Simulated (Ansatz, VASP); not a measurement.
## Cross-check of Zr between VASP and Ansatz

Aim: how closely do two programs agree when they are given the same cell, functional and k mesh? The structure shown is the end of the Ansatz relaxation below.

Program: Ansatz 0.2.0. Level of theory: plane waves, with VASP 6.6.1 beside it; single point at PBEsol. Results are calculated unless marked as measured.

### Step 1. Set-up

It takes space group P6_3/mmc (No. 194, hexagonal). Conventional cell: a = 3.207 Å, b = 3.207 Å, c = 5.014 Å, α = 90.00°, β = 90.00°, γ = 120.00°. Zr has 12 Zr at 3.12 to 3.21 Å nearest.

### Step 2. Ansatz: relaxation, PBEsol

Ansatz runs on its PAW soft_1 files.

This run makes the geometry at which the two programs are then compared.

File input.yaml:

```yaml
crystal:
  lattice:
    - [3.201436545, 0.0, 0.0]
    - [-1.6007182725, 2.7725253766, 0.0]
    - [0.0, 0.0, 5.01391814]
  atoms:
    - { symbol: Zr, position: [0.3333333, 0.6666667, 0.75] }
    - { symbol: Zr, position: [0.6666667, 0.3333333, 0.25] }
kpoints:
  mp_grid: { grid: [16, 16, 9] }
scf:
  occupations: { method: fermi_dirac, width: 0.05 }
hamiltonian:
  xc: pbesol
  pseudopotentials: { kind: paw, azcp: { folder: soft_1 }, xc_functional: pbe }
basis:
  ecutwfc: 600
output:
  forces: true
  stress: true
relax:
  f_tol: 0.005
  max_steps: 70
  cell: { stress_tol: 0.02, p_target: 0, fix: [c, alpha, beta, gamma] }
```

On the command line:

```bash
ansatz run input.yaml --threads 4 --pin off --max-ram 10240MiB --backend cpu --events-out ev --progress --plain --runs-dir out
```

Numbers of over 12 decimals in the logs are rounded to 6 here.

What it wrote:

```text
Warning: crystal.symmetry: narrowed to the stabiliser of the fixed cell quantities (relax.cell.fix) — unitary ops 24 → 8. The narrowing is safe, since a smaller group never makes results wrong: the run goes on under it, on as many k-points as the starting group would need, or more. Excluded: 16 operations that would move a fixed cell quantity at a test strain (relax.cell.fix fixes c, alpha, beta, gamma). The cell can leave their symmetry as it relaxes.
Engine: ansatz 0.2.0, x86_64-unknown-linux-gnu
Pseudopotentials: kind: paw
Pseudopotential: Zr, paw, valence charge 12, recommended cutoff 420 eV (normal), soft_1/Zr.paw.azcp
Functional definition: PBEsol
  exchange = pbesol_x
  correlation = pbesol_c
Crystal: 2 atoms, lattice volume = 44.504 Å³
Basis set: ecut = 600 eV, 1461 PW (Γ), exchange–correlation on 54×54×90 points (8 copies of the dense FFT grid, shifted against one another)
Bands: 16, of which v1, the nominal top of the filled ones, is band 12 counted from 1 (11 counted from 0)
Symmetry: 8 space group operations
k-points: 365 of 2304
Non-local potential: Zr, projectors of the file, l = 0: 3, l = 1: 2, l = 2: 2, l = 3: 1
PAW form: soft (Blöchl's): semilocal exchange-correlation on the pseudo side does not see the compensation charge
PAW frozen core: Zr, regenerated for the run's functional, and the local potential with it (the file was generated under x = pbe(κ = 0.804, μ = 0.219515), c = pbe(β = 0.066725))
PAW one-centre angular grid: Zr, 590 points (default); XC on 64 Gauss nodes
Initial density: superposition of atomic densities (chi_scale 0.1, normalization cell)
Initial wavefunctions: pseudopotential atomic-orbital guess
Functional: x = pbesol(κ = 0.804, μ = 0.123457), c = pbesol(β = 0.046)
SCF iter   1: F=—  HF=-8257.517131 eV  |F-HF|=—  |Δ(HF+E_count)|=         —  Δρ=3.04e-2  dr2=5.23e-1  ethr=3.10e-3  ⟨swp⟩=5.1  Hψ=25066  notcnv=0
preconditioner: auto → none  [metal: Δε(μ)=0.023 eV  Ē_g=3.402 eV  σ=0.050 eV  W_gap=0.11  n_scr=8 (ndim 8)  ℏωp=15.7 eV  f_vac=0.000  D(μ)=1.49/eV (n_scr^D=8)  sad-step TF]
SCF iter   2: F=—  HF=-8257.386853 eV  |F-HF|=—  |Δ(HF+E_count)|=   1.30e-1  Δρ=1.88e-2  dr2=1.94e-1  ethr=2.18e-3  ⟨swp⟩=2.0  Hψ=9948  notcnv=0
SCF iter   3: F=—  HF=-8257.318633 eV  |F-HF|=—  |Δ(HF+E_count)|=   6.82e-2  Δρ=1.21e-3  dr2=5.91e-4  ethr=8.08e-4  ⟨swp⟩=3.0  Hψ=11534  notcnv=0
SCF iter   4: F=—  HF=-8257.318562 eV  |F-HF|=—  |Δ(HF+E_count)|=   7.13e-5  Δρ=2.28e-4  dr2=8.23e-6  ethr=2.46e-6  ⟨swp⟩=2.0  Hψ=10220  notcnv=0
SCF iter   5: F=—  HF=-8257.318565 eV  |F-HF|=—  |Δ(HF+E_count)|=   3.14e-6  Δρ=3.28e-5  dr2=2.03e-7  ethr=3.43e-8  ⟨swp⟩=2.0  Hψ=10222  notcnv=0
SCF iter   6: F=-8257.318565 eV  HF=-8257.318565 eV  |F-HF|=4.28e-9  |Δ(HF+E_count)|=   7.90e-8  Δρ=5.06e-6  dr2=8.76e-9  ethr=4.17e-10  ⟨swp⟩=4.0  Hψ=20644  notcnv=0
SCF 1 converged in 6 iterations: F = -8257.318565 eV  dr2 = 8.76e-9
  greatest PAW one-centre occupation: 0.996 electrons in one spin orbital (limit 2), on the Zr atom at site 1 (counted from 0), in its partial waves of l = 0
relax step   1: F+E_penalty+E_count = -8257.31856480 eV  Δ(F+E_penalty+E_count) = +0.000e0 eV  max|allowed force component| = 2.079e-7 eV/Å  Δτ_max = 0.0000 Å  P = +1.215 GPa  Ω = 44.504 Å³  fix = [c, alpha, beta, gamma]  reactions: c +2.919 GPa; gamma -0.000 GPa/rad  (6 SCF iters, dr2 threshold 1.00e-7 eV, accepted)
[...]
relax step   2: F+E_penalty+E_count = -8257.31859255 eV  Δ(F+E_penalty+E_count) = -2.775e-5 eV  max|allowed force component| = 1.640e-7 eV/Å  Δτ_max = 0.0000 Å  P = +0.600 GPa  Ω = 44.780 Å³  energy of the carried Pulay correction = -1.009e-6 eV  fix = [c, alpha, beta, gamma]  reactions: c +2.454 GPa; gamma +0.000 GPa/rad  (6 SCF iters, dr2 threshold 2.00e-7 eV, accepted)
[...]
relax step   3: F+E_penalty+E_count = -8257.31872775 eV  Δ(F+E_penalty+E_count) = -1.352e-4 eV  max|allowed force component| = 8.728e-8 eV/Å  Δτ_max = 0.0000 Å  P = +0.890 GPa  Ω = 44.649 Å³  energy of the carried Pulay correction = -5.305e-7 eV  fix = [c, alpha, beta, gamma]  reactions: c +2.673 GPa; gamma +0.000 GPa/rad  (6 SCF iters, dr2 threshold 2.00e-7 eV, accepted)
[...]
relax step   4: F+E_penalty+E_count = -8257.31872828 eV  Δ(F+E_penalty+E_count) = -5.340e-7 eV  max|allowed force component| = 8.735e-8 eV/Å  Δτ_max = 0.0000 Å  P = +0.890 GPa  Ω = 44.649 Å³  fix = [c, alpha, beta, gamma]  reactions: c +2.673 GPa; gamma +0.000 GPa/rad  stress off target by 1.28e-3 GPa on what of the cell is left free  SCF on the basis re-selected at this cell (its energy is not comparable with the rows above)  (7 SCF iters)
basis re-selected at this cell: Δ(F+E_penalty+E_count) = -5.340e-7 eV, ΔP = +0.000 GPa vs the last step (what re-selecting the basis moved, of the pressure what is left beyond the Pulay correction that the steps carried, after the strain that the cell walked since its last selection, with what the two solves' SCF thresholds leave and, on support functions, any second-order correction that the steps lacked; it is no m [...]
SCF converged after 7 iterations
Free energy (F): -8257.318728 eV
Harris-Foulkes:  -8257.318728 eV  (|F-HF|=1.82e-12)
Internal energy: -8257.303256 eV  (E = F + TS)
E sigma→0 (E₀):  -8257.310992 eV
Entropy (-TS):   -0.015472 eV (-7.736 meV/atom)
Fermi energy:    14.546662 eV
--- Per-component energies (eV) ---
  E_band       = -178.854220
  E_kinetic    = 632.995882
  E_local      = -1171.978303  (includes V_loc(G=0)·N_el)
  E_nonlocal   = 153.900789
  E_hartree    = 380.948377
  E_xc         = -307.337596
  E_vxc        = -364.827090  (∫ρ·V_xc dr)
  E_paw        = -5819.860500  (= ΣΔE_a)
  E_vpaw       = -190.842240  (= ΣTr[D̂ρ^β])
  E_aug_tail   = -0.000011  (compensation charges beyond the density's cutoff)
  E_ewald      = -2126.303337
  E_core_change = 0.331442  (= ΣΔE_core)
  E_smearing   = -0.015472  (= −TS)
  E_closure    = 0.000000  (closes the sum)
  Σ components = -8257.318728   (vs F -8257.318728, Δ=0.00e0)
--- Forces (eV/Å), atoms counted from 1 ---
  atom   1  Zr    -0.00000009     0.00000005     0.00000000
  atom   2  Zr     0.00000009    -0.00000005     0.00000000
  max |Σ_I F_I| component: 0.00e0 eV/Å
--- Stress (GPa, compression-positive) ---
       -0.001276      -0.000001       0.000000
       -0.000001      -0.001277       0.000000
        0.000000       0.000000       2.673282
  P = ⅓ Tr σ = 0.8902 GPa (8.902 kbar)
--- Relaxed structure (3 steps of the walk, 3 accepted, 1 SCFs on fresh bases) ---
  F+E_penalty+E_count = -8257.31872828 eV   max|allowed force component| = 8.735e-8 eV/Å   (the final SCF, on the basis selected at the relaxed cell)
  cell:  # Å, volume = 44.6490 Å³
    - [3.206652, 1.9011133107369024e-19, 0.0]
    - [-1.603326, 2.777042, 0.0]
    - [0.0, 0.0, 5.01391814]
  atoms:
    - { symbol: Zr, position: [0.333333, 0.666667, 0.75] }
    - { symbol: Zr, position: [0.666667, 0.333333, 0.25] }
```

The column dr2 measures how far the density is from self-consistency, as an energy; F and HF (Harris–Foulkes) agree once it is small.

### Step 3. VASP: single point, PBEsol, pair 1

The same cell, functional, mesh and smearing now go to VASP, with its own data sets.

Lines of VASP's logs that name or quote its potential files are left out, and so is its time.

File INCAR:

```
SYSTEM = Zr
PREC = Accurate
ENCUT = 500
EDIFF = 1E-06
NELM = 120
ISMEAR = -1
SIGMA = 0.05
LREAL = .FALSE.
ALGO = Normal
GGA = PS
NBANDS = 18
LASPH = .TRUE.
LORBIT = 11
LWAVE = .FALSE.
LCHARG = .FALSE.
ISIF = 2
GGA_COMPAT = .FALSE.
KPAR = 2
```

File POSCAR:

```
Zr
1.0
    3.2066522552      0.0000000000      0.0000000000
   -1.6033261276      2.7770423141      0.0000000000
    0.0000000000      0.0000000000      5.0139181400
Zr
2
Direct
    0.3333333441      0.6666666559      0.7500000000
    0.6666666559      0.3333333441      0.2500000000
```

File KPOINTS:

```
Automatic mesh
0
Gamma
16 16 9
0 0 0
```

PAW data sets: Zr_sv (PBE family, release 64).

On the command line:

```bash
mpirun -np 2 vasp_std
```

What it wrote:

```text
[banner, memory and clock lines left out]
running    2 mpi-ranks, on    1 nodes
 distrk:  each k-point on    1 cores,    2 groups
 distr:  one band on    1 cores,    1 groups

 POSCAR found type information on POSCAR Zr
 POSCAR found :  1 types and       2 ions
|                                                                             |
|               ----> ADVICE to this user running VASP <----                  |
|                                                                             |
|     You enforced a specific xc type in the INCAR file but a different       |
|     [... a line on the potential file left out ...]
|     I HOPE YOU KNOW WHAT YOU ARE DOING!                                     |
|                                                                             |

 LDA part: xc-table for (Slater+PW92), standard interpolation
 POSCAR, INCAR and KPOINTS ok, starting setup
 FFT: planning ... GRIDC
 FFT: planning ... GRID_SOFT
 FFT: planning ... GRID
 WAVECAR not read
 entering main loop
       N       E                     dE             d eps       ncg     rms          rms(c)
DAV:   1     0.208200687281E+03    0.20820E+03   -0.13216E+04  5400   0.129E+03
DAV:   2    -0.348256263283E+01   -0.21168E+03   -0.20837E+03  6348   0.376E+02
DAV:   3    -0.185692055073E+02   -0.15087E+02   -0.14946E+02  9714   0.729E+01
DAV:   4    -0.189351033089E+02   -0.36590E+00   -0.36546E+00  6426   0.118E+01
DAV:   5    -0.189454357945E+02   -0.10332E-01   -0.10329E-01  8014   0.141E+00    0.163E+01
DAV:   6    -0.182904105447E+02    0.65503E+00   -0.98577E-01  5828   0.780E+00    0.656E+00
DAV:   7    -0.181590507541E+02    0.13136E+00   -0.65663E-01  7872   0.547E+00    0.117E+00
DAV:   8    -0.181632008406E+02   -0.41501E-02   -0.37312E-02  7020   0.158E+00    0.282E-01
DAV:   9    -0.181634849072E+02   -0.28407E-03   -0.16016E-03  7066   0.376E-01    0.274E-02
DAV:  10    -0.181634586791E+02    0.26228E-04   -0.46966E-05  7912   0.410E-02    0.238E-02
DAV:  11    -0.181634588952E+02   -0.21618E-06   -0.10028E-05  5916   0.372E-02    0.258E-03
DAV:  12    -0.181634589323E+02   -0.37090E-07   -0.27617E-07  3294   0.404E-03
   1 F= -.18163459E+02 E0= -.18155734E+02  d E =-.154494E-01
```

From OUTCAR (step 3):

```text
ion  position               nearest neighbor table
   1  0.333  0.667  0.750-   2 3.12   2 3.12   2 3.12   2 3.12   2 3.12   2 3.12
   2  0.667  0.333  0.250-   1 3.12   1 3.12   1 3.12   1 3.12   1 3.12   1 3.12

  LATTYP: Found a hexagonal cell.
 ALAT       =     3.2066522552
 C/A-ratio  =     1.5635989627

 Subroutine GETGRP returns: Found 24 space group operations
 (whereof 12 operations were pure point group operations)

The static configuration has the point symmetry D_3d.
 The point group associated with its full space group is D_6h.

 Found    150 irreducible k-points:

   k-points           NKPTS =    150   k-points in BZ     NKDIM =    150   number of bands    NBANDS=     18

   dimension x,y,z NGX =    24 NGY =   24 NGZ =   40
   dimension x,y,z NGXF=    48 NGYF=   48 NGZF=   80

   ENCUT  =  500.0 eV  36.75 Ry    6.06 a.u.   5.85  5.85  9.14*2*pi/ulx,y,z

   NELECT =      24.0000    total number of electrons

 k-points in reciprocal lattice and weights: Automatic mesh
   0.00000000  0.00000000  0.00000000       0.000
   0.06250000  0.00000000  0.00000000       0.003
   0.12500000  0.00000000  0.00000000       0.003
   0.18750000  0.00000000  0.00000000       0.003
   0.25000000  0.00000000  0.00000000       0.003
   0.31250000  0.00000000  0.00000000       0.003
   0.37500000  0.00000000  0.00000000       0.003
   0.43750000 -0.00000000  0.00000000       0.003
   0.50000000  0.00000000  0.00000000       0.001
[...]
0.37500000  0.25000000  0.44444444       0.005
   0.31250000  0.31250000  0.44444444       0.005

 average (electrostatic) potential at core
       1 -73.8587       2 -73.8587

 E-fermi :   9.3495

 k-point     1 :       0.0000    0.0000    0.0000
  band No.  band energies     occupation
    ...
      6     -16.8049      2.00000
      7     -16.8049      2.00000
      8     -16.7793      2.00000
      9       3.5954      2.00000
     10       6.1805      2.00000
     11      10.1624      0.00000
     12      10.1624      0.00000
     13      10.5276      0.00000
     14      10.8481      0.00000
     15      10.9445      0.00000
    ...

 k-point     2 :       0.0625    0.0000    0.0000
  band No.  band energies     occupation
    ...
      6     -16.8355      2.00000
      7     -16.8082      2.00000
      8     -16.7859      2.00000
      9       3.7099      2.00000
     10       6.2834      2.00000
     11       9.8706      0.00006
     12      10.2678      0.00000
     13      10.5682      0.00000
     14      10.7538      0.00000
     15      10.8504      0.00000
    ...

 k-point     3 :       0.1250    0.0000    0.0000
  band No.  band energies     occupation
    ...
      6     -16.9211      2.00000
      7     -16.8184      2.00000
      8     -16.8057      2.00000
      9       4.0404      2.00000
     10       6.5669      2.00000
     11       9.4046      0.49892
     12       9.9001      0.00003
     13      10.5784      0.00000
     14      10.5804      0.00000
     15      11.0446      0.00000
    ...

  Total        0.0120481      0.0120481      0.7586048      0.0000000      0.0000000      0.0000000
  in kB        0.4323308      0.4323308     27.2216591      0.0000000      0.0000000      0.0000000
  external PRESSURE =       9.3621069 kB  Pullay stress =       0.0000000 kB

  energy-cutoff  :      500.00
  volume of cell :       44.65
      direct lattice vectors                 reciprocal lattice vectors
     3.206652255  0.000000000  0.000000000     0.311851713  0.180047671  0.000000000
    -1.603326128  2.777042314  0.000000000     0.000000000  0.360095341  0.000000000
     0.000000000  0.000000000  5.013918140     0.000000000  0.000000000  0.199444820

 POSITION                                       TOTAL-FORCE (eV/Angst)
 -----------------------------------------------------------------------------------
      0.00000      1.85136      3.76044         0.000000      0.000000      0.000000
      1.60333      0.92568      1.25348        -0.000000      0.000000      0.000000
 -----------------------------------------------------------------------------------
    total drift:                               -0.000031      0.000018     -0.000001

  FREE ENERGIE OF THE ION-ELECTRON SYSTEM (eV)
  ---------------------------------------------------
  free  energy   TOTEN  =       -18.1634589323 eV

  energy  without entropy=      -18.1480095356  energy(sigma->0) =      -18.15573423

 total charge
# of ion       s       p       d       tot
------------------------------------------
    1        2.243   5.958   1.671   9.872
    2        2.243   5.958   1.671   9.872
--------------------------------------------------
tot          4.487  11.916   3.342  19.745

[... 3 further parts left out ...]
```

The run ends at a pressure of 0.94 GPa.

### Step 4. Side by side

Known differences besides the potentials themselves: the cutoff is 600 eV in Ansatz and 500 eV in VASP; Ansatz makes its cores anew for this functional, VASP keeps those of its PBE data sets; Ansatz's pressure holds a Pulay correction, VASP's none. Total energies have different zeros and are not compared.

The two programs side by side:

| quantity | Ansatz | VASP | difference |
| --- | --- | --- | --- |
| pressure (GPa) | 0.89 | 0.94 | -0.05 |

### Step 5. Ansatz: relaxation, PBEsol

This run makes the geometry at which the two programs are then compared. The cell compared in this pair holds 44.49 Å³, against 44.65 Å³ for the pair before.

The structure compared here is the end of the Ansatz relaxation.

input.yaml: that of step 2 with these lines changed.

```diff
@@ -2,5 +2,5 @@
   lattice:
-    - [3.201436545, 0.0, 0.0]
-    - [-1.6007182725, 2.7725253766, 0.0]
-    - [0.0, 0.0, 5.01391814]
+    - [3.2094003175, 0.0, 0.0]
+    - [-1.6047001587, 2.7794222059, 0.0]
+    - [0.0, 0.0, 4.96275571]
   atoms:
```

On the command line:

```bash
ansatz run input.yaml --threads 4 --pin off --max-ram 10240MiB --backend cpu --events-out ev --progress --plain --runs-dir out
```

What it wrote:

```text
[...]
Crystal: 2 atoms, lattice volume = 44.269 Å³
Basis set: ecut = 600 eV, 1459 PW (Γ), exchange–correlation on 54×54×80 points (8 copies of the dense FFT grid, shifted against one another)
Bands: 16, of which v1, the nominal top of the filled ones, is band 12 counted from 1 (11 counted from 0)
Symmetry: 8 space group operations
k-points: 365 of 2304
[...]
-0.000013      -0.003461       0.000000
       -0.000000       0.000000       4.130998
  P = ⅓ Tr σ = 1.3747 GPa (13.747 kbar)
--- Relaxed structure (3 steps of the walk, 3 accepted, 1 SCFs on fresh bases) ---
[...]
cell:  # Å, volume = 44.4902 Å³
    - [3.217402, -2.8939459084776665e-11, 0]
    - [-1.608701, 2.786352, 0]
    - [0, 0, 4.96275571]
  atoms:
    - { symbol: Zr, position: [0.333334, 0.666666, 0.75] }
    - { symbol: Zr, position: [0.666666, 0.333334, 0.25] }
[key lines of the parts left out:]
SCF converged after 8 iterations
Free energy (F): -8257.309022 eV
Fermi energy:    14.612800 eV
```

### Step 6. VASP: single point, PBEsol, pair 2

The same cell, functional, mesh and smearing now go to VASP, with its own data sets.

INCAR is that of step 3.

File POSCAR:

```
Zr
1.0
    3.2174021113      0.0000000000      0.0000000000
   -1.6087010556      2.7863519626      0.0000000000
    0.0000000000      0.0000000000      4.9627557100
Zr
2
Direct
    0.3333335178      0.6666664822      0.7500000000
    0.6666664822      0.3333335178      0.2500000000
```

KPOINTS is that of step 3.

On the command line:

```bash
mpirun -np 2 vasp_std
```

What it wrote:

```text
[banner, memory and clock lines left out]
running    2 mpi-ranks, on    1 nodes
[...]
[... a notice as in an earlier step ...]

 LDA part: xc-table for (Slater+PW92), standard interpolation
 POSCAR, INCAR and KPOINTS ok, starting setup
[...]
entering main loop
       N       E                     dE             d eps       ncg     rms          rms(c)
DAV:   1     0.209107123151E+03    0.20911E+03   -0.13157E+04  5416   0.129E+03
DAV:   2    -0.335733942506E+01   -0.21246E+03   -0.20910E+03  6344   0.377E+02
DAV:   3    -0.185721321514E+02   -0.15215E+02   -0.15047E+02  9766   0.728E+01
DAV:   4    -0.189222897870E+02   -0.35016E+00   -0.34972E+00  6426   0.117E+01
[...]
DAV:   9    -0.181536717754E+02   -0.29692E-03   -0.16279E-03  7108   0.380E-01    0.274E-02
DAV:  10    -0.181536450583E+02    0.26717E-04   -0.47303E-05  7966   0.416E-02    0.236E-02
DAV:  11    -0.181536449697E+02    0.88583E-07   -0.99089E-06  6030   0.371E-02
   1 F= -.18153645E+02 E0= -.18145906E+02  d E =-.154787E-01
```

(Part 1 of 2 ends here.)

[Lines on the potential files, build, host, timing and source positions are cut from VASP's logs without a mark.]

[Logs are printed without paths, hosts, clocks, repeated set-up lines and the standing remarks that a program may print on its own settings, such as how far it seeks lower states.]

[Hosts, paths, dates, database ids (printed as entryN), source tags and the programs' standing remarks are cut or masked in the printed files.]
